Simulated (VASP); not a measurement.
Here is the system:

```xyz
2
Lattice="1.5969 -2.7660 0.0000 1.5969 2.7660 0.0000 0.0000 0.0000 5.1015" Properties=species:S:1:pos:R:3 pbc="T T T"
Mg     1.5969     0.9220     1.2754
Mg     1.5969    -0.9220     3.8261
```

The numbers are results of AM05 GGA, VASP's PBE PAW potentials (set 64) (plane waves; VASP 6.6.1), not measurements. Settings: 520 eV cut-off, 15×15×8 Γ-centred mesh, tetrahedra with Blöchl corrections, potentials Mg.

**Question.** Estimate the energy per atom (σ→0), band gap (on the k-mesh) with the smallest direct gap where there is one.

**Answer.** 
```yaml
band gap (on the k-mesh): none (metal, semimetal or under 0.01 eV)
energy per atom (σ→0): -1.633 eV/atom
```

The compound is Mg in the hcp structure. It was relaxed first.
